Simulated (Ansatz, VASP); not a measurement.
# H18C11O9 (amorphous polycarbonate of ethylene at 300 K) in two plane-wave programs

One calculation is typed for both programs; each brings its own data sets. How far apart do they land? Of the first pair: The structure shown is the start of the Ansatz relaxation below; VASP solves that cell, so the two are compared at the walk's first step.

Program: Ansatz 0.2.0. Level of theory: plane waves, with VASP 6.6.1 beside it; single point at LDA. Results are calculated unless marked as measured.

## 1. The structure

The cell holds 152 atoms: 44 C, 36 O and 72 H. Cell: a = 10.734 Å, b = 10.533 Å, c = 11.053 Å, α = 88.8°, β = 91.8°, γ = 88.8°. As first built, before any earlier steps moved the atoms (in the runner's words): 4 polycarbonate of ethylene chains of 3 units placed at random, at 1.28 g/cm^3; overlaps pushed apart, then 20 ps at 800 K with MMFF94 bonds, angles, torsions, charges and radii (Halgren, J. Comput. Chem. 17, 490 (1996)) in harmonic and 12-6 forms; charges of ions scaled by 0.8. Snapshot after 30 ps at 300 K and fixed volume.

## 2. Ansatz: relaxation, LDA

Ansatz runs on its default PAW (the set named soft_2) files.

The two programs are compared at the cell with which this relaxation starts, whose forces are those of its first step.

Input file input.yaml:

```yaml
crystal:
  lattice:
    - [10.73185, 0.1079, -0.17243]
    - [0.1079, 10.53221, 0.11734]
    - [-0.17243, 0.11734, 11.05147]
  atoms:
    - { symbol: C, position: [0.08624, 0.53586, 0.86845] }
    - { symbol: O, position: [0.09077, 0.46303, 0.76487] }
    - { symbol: C, position: [0.01524, 0.36864, 0.76096] }
    - { symbol: O, position: [0.94679, 0.33693, 0.83762] }
    - { symbol: O, position: [0.02753, 0.31454, 0.65758] }
    - { symbol: C, position: [0.94003, 0.22327, 0.62848] }
    - { symbol: C, position: [0.96487, 0.18097, 0.50732] }
    - { symbol: O, position: [0.0791, 0.11473, 0.51098] }
    - { symbol: C, position: [0.09851, 0.04646, 0.4169] }
    - { symbol: O, position: [0.02889, 0.03471, 0.33312] }
    - { symbol: O, position: [0.20782, 0.9907, 0.4316] }
    - { symbol: C, position: [0.2468, 0.92378, 0.33144] }
    - { symbol: C, position: [0.27929, 0.00842, 0.23129] }
    - { symbol: O, position: [0.38758, 0.07381, 0.25789] }
    - { symbol: C, position: [0.37342, 0.18902, 0.29595] }
    - { symbol: O, position: [0.27735, 0.24187, 0.31374] }
    - { symbol: O, position: [0.48382, 0.23512, 0.30998] }
    - { symbol: C, position: [0.49272, 0.35881, 0.35384] }
    - { symbol: C, position: [0.61005, 0.36683, 0.42514] }
    - { symbol: C, position: [0.72203, 0.37463, 0.35109] }
    - { symbol: H, position: [0.00419, 0.59725, 0.86219] }
    - { symbol: H, position: [0.0842, 0.47665, 0.94931] }
    - { symbol: H, position: [0.16854, 0.59233, 0.86888] }
    - { symbol: H, position: [0.94623, 0.14569, 0.6945] }
    - { symbol: H, position: [0.84736, 0.26556, 0.63029] }
    - { symbol: H, position: [0.97075, 0.26144, 0.44519] }
    - { symbol: H, position: [0.89034, 0.12211, 0.47378] }
    - { symbol: H, position: [0.17351, 0.8624, 0.29967] }
    - { symbol: H, position: [0.32733, 0.86852, 0.36343] }
    - { symbol: H, position: [0.20374, 0.07394, 0.20727] }
[... 116 atom lines left out ...]
    - { symbol: H, position: [0.97618, 0.02992, 0.891] }
    - { symbol: H, position: [0.11375, 0.801, 0.80228] }
    - { symbol: H, position: [0.00494, 0.89272, 0.71978] }
    - { symbol: H, position: [0.25368, 0.98379, 0.81952] }
    - { symbol: H, position: [0.21636, 0.95422, 0.66767] }
    - { symbol: H, position: [0.14438, 0.07937, 0.7389] }
kpoints:
  mp_grid: { grid: [1, 1, 1] }
hamiltonian:
  xc: lda
scf:
  occupations: { method: fixed }
output:
  forces: true
  eigenvalues: true
  stress: true
relax:
  f_tol: 0.05
  max_steps: 70
```

Started as:

```sh
$ ansatz run input.yaml --threads 4 --pin off --max-ram 8192MiB --backend cpu --events-out ev --progress --plain --runs-dir out
```

Numbers of over 12 decimals in the logs are rounded to 6 here.

The log of the run:

```text
Warning: output.stress: scf.convergence.dr2_threshold = 1e-7 eV (the SCF's general default) is looser than the 1.08e-8 eV advised for a printed stress (1e-10 eV for each atom of the cell: 152, of which 108 are counted). What an SCF threshold leaves in a stress goes as its square root, and in the free energy as the threshold itself, and one threshold admits the most on a small cell: [figures from the program's tests c [...]
Engine: ansatz 0.2.0, x86_64-unknown-linux-gnu
Pseudopotentials: kind: paw
Pseudopotential: C, paw, valence charge 4, recommended cutoff 420 eV (normal), C.paw.azcp
Pseudopotential: O, paw, valence charge 6, recommended cutoff 420 eV (normal), O.paw.azcp
Pseudopotential: H, paw, valence charge 1, recommended cutoff 420 eV (normal), H.paw.azcp
Functional definition: SPW92
  exchange = slater_x
  correlation = pw_c
Crystal: 152 atoms, lattice volume = 1248.555 Å³
Basis set: ecut = 420 eV, 24409 PW (Γ)
Bands: 384, of which v1, the nominal top of the filled ones, is band 232 counted from 1 (231 counted from 0)
Symmetry: 1 space group operations
Space group: P1 (ITA 1), of the structure as read, at distance tolerance 1.1e-4 Å
k-points: 1
Non-local potential: C, projectors of the file, l = 0: 2, l = 1: 2, l = 2: 1
Non-local potential: O, projectors of the file, l = 0: 2, l = 1: 2, l = 2: 1
Non-local potential: H, projectors of the file, l = 0: 2, l = 1: 1
PAW form: soft (Blöchl's): semilocal exchange-correlation on the pseudo side does not see the compensation charge
PAW frozen core: C, regenerated for the run's functional, and the local potential with it (the file was generated under x = pbe(κ = 0.804, μ = 0.219515), c = pbe(β = 0.066725))
PAW frozen core: O, regenerated for the run's functional, and the local potential with it (the file was generated under x = pbe(κ = 0.804, μ = 0.219515), c = pbe(β = 0.066725))
PAW one-centre angular grid: C, 110 points (default); XC on 64 Gauss nodes
PAW one-centre angular grid: O, 110 points (default); XC on 64 Gauss nodes
PAW one-centre angular grid: H, 110 points (default); XC on 64 Gauss nodes
Initial density: superposition of atomic densities (neutral atoms: chi_scale 0, normalization atom), corrected by the library's trained network
Initial wavefunctions: pseudopotential atomic-orbital guess
Functional: x = slater, c = lda
SCF iter   1: F=—  HF=-31788.177824 eV  |F-HF|=—  |Δ(HF+E_count)|=         —  Δρ=1.28e-2  dr2=1.50e0  ethr=1.77e-3  ⟨swp⟩=5.0  Hψ=1337  notcnv=0  defer=148
preconditioner: auto → Resta (q_TF=auto, 2.313 Å⁻¹)  ε∞=2.6  [insulator: Δε(μ)=5.955 eV  Ē_g=17.816 eV  n_scr=252 (ndim 8)  ℏωp=22.6 eV  f_vac=0.154  ε∞_Penn≈2.6]
SCF iter   2: F=—  HF=-31787.752034 eV  |F-HF|=—  |Δ(HF+E_count)|=   4.26e-1  Δρ=5.59e-3  dr2=2.80e-1  ethr=3.23e-4  ⟨swp⟩=2.0  Hψ=642  notcnv=0  defer=149
SCF iter   3: F=—  HF=-31787.667750 eV  |F-HF|=—  |Δ(HF+E_count)|=   8.43e-2  Δρ=2.48e-3  dr2=6.71e-2  ethr=6.04e-5  ⟨swp⟩=2.0  Hψ=451  notcnv=0  defer=150
SCF iter   4: F=—  HF=-31787.650649 eV  |F-HF|=—  |Δ(HF+E_count)|=   1.71e-2  Δρ=6.81e-4  dr2=5.42e-3  ethr=1.45e-5  ⟨swp⟩=2.0  Hψ=453  notcnv=0  defer=150
SCF iter   5: F=—  HF=-31787.650602 eV  |F-HF|=—  |Δ(HF+E_count)|=   4.69e-5  Δρ=3.04e-4  dr2=9.57e-4  ethr=1.17e-6  ⟨swp⟩=2.0  Hψ=593  notcnv=0  defer=150
SCF iter   6: F=—  HF=-31787.650630 eV  |F-HF|=—  |Δ(HF+E_count)|=   2.80e-5  Δρ=8.62e-5  dr2=1.08e-4  ethr=2.06e-7  ⟨swp⟩=2.0  Hψ=441  notcnv=0  defer=150
SCF iter   7: F=-31787.650642 eV  HF=-31787.650641 eV  |F-HF|=1.16e-6  |Δ(HF+E_count)|=   1.08e-5  Δρ=2.56e-5  dr2=8.60e-6  ethr=1.35e-8  ⟨swp⟩=14.0  Hψ=2701  notcnv=0
SCF 1 converged in 7 iterations: F = -31787.650642 eV  dr2 = 8.60e-6
  greatest PAW one-centre occupation: 0.875 electrons in one spin orbital (limit 2), on the O atom at site 47 (counted from 0), in its partial waves of l = 0
[...]
- { symbol: O, position: [0.420472, 0.754998, 0.184405] }
    - { symbol: C, position: [0.509650, 0.707033, 0.258728] }
    - { symbol: O, position: [0.575190, 0.616087, 0.238817] }
    - { symbol: O, position: [0.514058, 0.774140, 0.358819] }
    - { symbol: C, position: [0.610722, 0.732776, 0.443299] }
    - { symbol: C, position: [0.737920, 0.763747, 0.401476] }
    - { symbol: O, position: [0.767573, 0.891199, 0.426881] }
    - { symbol: C, position: [0.728090, 0.984289, 0.350723] }
    - { symbol: O, position: [0.732081, 0.093621, 0.380301] }
    - { symbol: O, position: [0.689137, 0.943436, 0.244444] }
    - { symbol: C, position: [0.658225, 0.042270, 0.156162] }
    - { symbol: C, position: [0.581565, 0.987473, 0.056026] }
    - { symbol: C, position: [0.641770, 0.871916, 0.00295602] }
    - { symbol: H, position: [0.397280, 0.824265, 0.570993] }
    - { symbol: H, position: [0.399351, 0.657572, 0.533952] }
    - { symbol: H, position: [0.257779, 0.751082, 0.512327] }
    - { symbol: H, position: [0.400219, 0.863451, 0.965871] }
    - { symbol: H, position: [0.250606, 0.814753, 0.023476] }
    - { symbol: H, position: [0.496040, 0.656372, 0.042716] }
    - { symbol: H, position: [0.346594, 0.606016, 0.088633] }
    - { symbol: H, position: [0.591704, 0.785367, 0.526146] }
    - { symbol: H, position: [0.604005, 0.629500, 0.459886] }
    - { symbol: H, position: [0.806992, 0.703951, 0.453034] }
    - { symbol: H, position: [0.747262, 0.744838, 0.304507] }
    - { symbol: H, position: [0.746085, 0.079130, 0.122516] }
    - { symbol: H, position: [0.610176, 0.119724, 0.202204] }
    - { symbol: H, position: [0.568134, 0.063330, -0.014094] }
    - { symbol: H, position: [0.488825, 0.966396, 0.090938] }
    - { symbol: H, position: [0.653124, 0.792823, 0.069682] }
    - { symbol: H, position: [0.735774, 0.892918, 0.972147] }
    - { symbol: H, position: [0.587653, 0.838593, 0.923903] }
    - { symbol: C, position: [0.726495, 0.943857, 0.714649] }
    - { symbol: O, position: [0.642058, 0.045984, 0.734325] }
    - { symbol: C, position: [0.548138, 0.055656, 0.654352] }
    - { symbol: O, position: [0.530691, 0.988826, 0.568181] }
    - { symbol: O, position: [0.475815, 0.153885, 0.683177] }
    - { symbol: C, position: [0.377121, 0.181524, 0.597282] }
    - { symbol: C, position: [0.312545, 0.300658, 0.632117] }
    - { symbol: O, position: [0.392513, 0.405496, 0.612557] }
    - { symbol: C, position: [0.444512, 0.456036, 0.709585] }
    - { symbol: O, position: [0.416224, 0.438785, 0.813120] }
    - { symbol: O, position: [0.534563, 0.531831, 0.672756] }
    - { symbol: C, position: [0.610366, 0.585123, 0.765519] }
    - { symbol: C, position: [0.728394, 0.509619, 0.787222] }
    - { symbol: O, position: [0.797451, 0.497890, 0.679876] }
    - { symbol: C, position: [0.871025, 0.594967, 0.655564] }
    - { symbol: O, position: [0.879975, 0.690228, 0.713939] }
    - { symbol: O, position: [0.931856, 0.568862, 0.556877] }
    - { symbol: C, position: [0.025525, 0.657677, 0.525632] }
    - { symbol: C, position: [0.073590, 0.617642, 0.406434] }
    - { symbol: C, position: [0.143293, 0.492051, 0.413230] }
    - { symbol: H, position: [0.679277, 0.852777, 0.726557] }
    - { symbol: H, position: [0.762910, 0.949687, 0.622599] }
    - { symbol: H, position: [0.800987, 0.949032, 0.784475] }
    - { symbol: H, position: [0.416940, 0.191214, 0.507057] }
    - { symbol: H, position: [0.310542, 0.103304, 0.593571] }
    - { symbol: H, position: [0.286342, 0.298422, 0.727791] }
[...]
- { symbol: C, position: [0.948244, 0.155515, 0.105132] }
    - { symbol: O, position: [0.074700, 0.158983, 0.072362] }
    - { symbol: C, position: [0.131079, 0.267922, 0.083899] }
    - { symbol: O, position: [0.089215, 0.364080, 0.126096] }
    - { symbol: O, position: [0.244467, 0.253105, 0.040654] }
    - { symbol: C, position: [0.322982, 0.358273, 0.054211] }
    - { symbol: C, position: [0.451697, 0.309298, 0.032291] }
    - { symbol: O, position: [0.529419, 0.414780, 0.050026] }
    - { symbol: C, position: [0.649989, 0.387385, 0.046483] }
    - { symbol: O, position: [0.694555, 0.283266, 0.029618] }
    - { symbol: O, position: [0.712685, 0.492526, 0.063939] }
    - { symbol: C, position: [0.843680, 0.472067, 0.080501] }
    - { symbol: C, position: [0.898714, 0.591425, 0.123687] }
    - { symbol: O, position: [0.880192, 0.689342, 0.033862] }
    - { symbol: C, position: [0.971683, 0.771183, 0.023175] }
    - { symbol: O, position: [0.071473, 0.765129, 0.077624] }
    - { symbol: O, position: [0.934395, 0.859793, 0.942873] }
    - { symbol: C, position: [0.025425, 0.946921, 0.903773] }
    - { symbol: C, position: [0.080550, 0.904899, 0.788130] }
    - { symbol: C, position: [0.186143, 0.989239, 0.754465] }
[...]
- { symbol: H, position: [0.852422, 0.622521, 0.206310] }
    - { symbol: H, position: [0.097390, 0.956680, 0.976269] }
    - { symbol: H, position: [0.976203, 0.039778, 0.892313] }
    - { symbol: H, position: [0.113241, 0.805157, 0.799719] }
    - { symbol: H, position: [0.0072686, 0.904444, 0.715582] }
    - { symbol: H, position: [0.261052, 0.988073, 0.825221] }
    - { symbol: H, position: [0.226924, 0.959749, 0.669016] }
    - { symbol: H, position: [0.154350, 0.088903, 0.740481] }
```

The column dr2 measures how far the density is from self-consistency, as an energy; F and HF (Harris–Foulkes) agree once it is small.

## 3. VASP: single point, LDA, start cell, pair 1

The same cell, functional (in two slightly different forms) and mesh now go to VASP, with its own data sets.

Lines of VASP's logs that name or quote its potential files are left out, and so is its time.

Input file INCAR:

```
SYSTEM = H18C11O9
PREC = Accurate
ENCUT = 520
EDIFF = 1E-06
NELM = 120
ISMEAR = 0
SIGMA = 0.01
LREAL = Auto
ALGO = Normal
GGA = CA
NBANDS = 338
LORBIT = 11
LWAVE = .FALSE.
LCHARG = .FALSE.
ISIF = 2
LASPH = .TRUE.
GGA_COMPAT = .FALSE.
EFERMI = MIDGAP
```

Input file POSCAR:

```
H18C11O9
1.0
   10.7318500000      0.1079000000     -0.1724300000
    0.1079000000     10.5322100000      0.1173400000
   -0.1724300000      0.1173400000     11.0514700000
C O H
44 36 72
Direct
    0.0862412556      0.5358600125      0.8684539492
    0.0152384802      0.3686371847      0.7609640784
    0.9400315337      0.2232698687      0.6284766778
    0.9648709331      0.1809745002      0.5073204874
    0.0985079362      0.0464624426      0.4168978263
    0.2467955980      0.9237833295      0.3314362912
    0.2792875380      0.0084242126      0.2312876978
    0.3734245275      0.1890182998      0.2959525008
    0.4927200427      0.3588055940      0.3538404817
    0.6100464264      0.3668261265      0.4251422596
    0.7220297905      0.3746313737      0.3510881676
    0.3440981984      0.7392463506      0.5826998296
    0.3634706269      0.7587876042      0.7880614165
    0.3417198732      0.7816033739      0.9929909250
    0.4067301438      0.6907820402      0.0771459466
    0.5074519391      0.7061542193      0.2597699493
    0.6051360071      0.7327356052      0.4412864900
    0.7308905085      0.7622654478      0.4022255159
    0.7288556660      0.9801474151      0.3574063980
    0.6624895380      0.0420929922      0.1669093686
    0.5872307612      0.9910587313      0.0673182272
    0.6448742004      0.8790112293      0.0118221812
    0.7149661573      0.9321519477      0.7161674334
    0.5446588416      0.0475983389      0.6537890738
    0.3789875107      0.1744056717      0.5976656549
    0.3176830064      0.2921714875      0.6324402707
    0.4480359125      0.4447886229      0.7060656488
    0.6050005858      0.5797730626      0.7570205303
    0.7243762805      0.5121002588      0.7780154457
    0.8661854409      0.5973202050      0.6514125997
[... 116 atom lines left out ...]
    0.9761789479      0.0299197283      0.8909956553
    0.1137463344      0.8009988178      0.8022755415
    0.0049373417      0.8927194356      0.7197775180
    0.2536803188      0.9837883386      0.8195203329
    0.2163621774      0.9542166435      0.6676704139
    0.1443780860      0.0793679199      0.7388955570
```

Input file KPOINTS:

```
Automatic mesh
0
Gamma
1 1 1
0 0 0
```

Potentials, in the order of the species: C, O and H (LDA family, release 64).

Started as:

```sh
$ export OMP_NUM_THREADS=3
$ mpirun -np 1 vasp_gam
```

The log of the run:

```text
[banner, memory and clock lines left out]
running    1 mpi-ranks, on    1 nodes
[...]
Offloading initialized ...    1 GPUs detected
[...]
LDA part: xc-table for (Slater(with rela. corr.)+CA(PZ))
 , standard interpolation
 POSCAR, INCAR and KPOINTS ok, starting setup
[...]
entering main loop
       N       E                     dE             d eps       ncg     rms          rms(c)
DAV:   1     0.350900982121E+04    0.35090E+04   -0.26802E+05   692   0.134E+03
DAV:   2    -0.712244801392E+03   -0.42213E+04   -0.39984E+04   832   0.330E+02
DAV:   3    -0.105240219216E+04   -0.34016E+03   -0.33695E+03   832   0.953E+01
DAV:   4    -0.105927494189E+04   -0.68727E+01   -0.68448E+01   824   0.148E+01
[...]
DAV:  16    -0.972642743747E+03    0.20083E-04   -0.26469E-05   848   0.259E-02    0.702E-03
DAV:  17    -0.972642740890E+03    0.28572E-05   -0.28126E-05   832   0.164E-02    0.507E-03
DAV:  18    -0.972642740403E+03    0.48638E-06   -0.47584E-06   808   0.586E-03
   1 F= -.97264274E+03 E0= -.97264274E+03  d E =0.000000E+00
```

Parts of OUTCAR (step 3):

```text
  FREE ENERGIE OF THE ION-ELECTRON SYSTEM (eV)
  ---------------------------------------------------
  free  energy   TOTEN  =      -972.6427404035 eV

  energy  without entropy=     -972.6427404035  energy(sigma->0) =     -972.64274040
```

The run ends at a pressure of 10.40 GPa, with forces up to 3.2 eV/Å.

## 4. Comparison

Known differences besides the potentials themselves: the two LDA forms differ slightly; fixed occupations in Ansatz, narrow Gaussian smearing in VASP; the cutoff is 420 eV in Ansatz and 520 eV in VASP (PREC = Accurate, projectors in real space); VASP's log shows a relativistic correction to its local exchange, Ansatz's none. Total energies have different zeros and are not compared.

Forces on 8 of the 152 atoms, those with the largest forces and the largest differences (eV/Å; atoms numbered as in POSCAR):

```
atom          Ansatz x, y, z            VASP x, y, z
 O49  -1.544, -0.304, -1.886  -1.986, -0.389, -2.444
 O52    -2.101, 1.112, 0.449    -2.694, 1.433, 0.579
 O55    1.833, 1.595, -0.164    2.368, 2.050, -0.210
 O58   1.381, -1.923, -0.463   1.782, -2.485, -0.590
 O61     0.138, 2.323, 0.695     0.205, 2.988, 0.901
 O67   -0.585, -0.365, 2.308   -0.749, -0.479, 2.984
 O70     0.206, 1.983, 1.326     0.272, 2.565, 1.719
 O76   0.937, -2.208, -0.238   1.209, -2.854, -0.295
```

The forces differ by 148 meV/Å r.m.s., which is 20.7 % of the r.m.s. force of 0.715 eV/Å (both taken over all components).

(Part 1 of 2 ends here.)

[Lines on the potential files, build, host, timing and source positions are cut from VASP's logs without a mark.]

[Logs are printed without paths, hosts, clocks, repeated set-up lines and the standing remarks that a program may print on its own settings, such as how far it seeks lower states.]

[Hosts, paths, dates, database ids (printed as entryN), source tags and the programs' standing remarks are cut or masked in the printed files.]

[The MMFF94 radii named for the starting cell were scaled by 0.96; in molecules described by MMFF94, hydrogen bound to N, O or S took a small fixed 12-6 site in their place.]
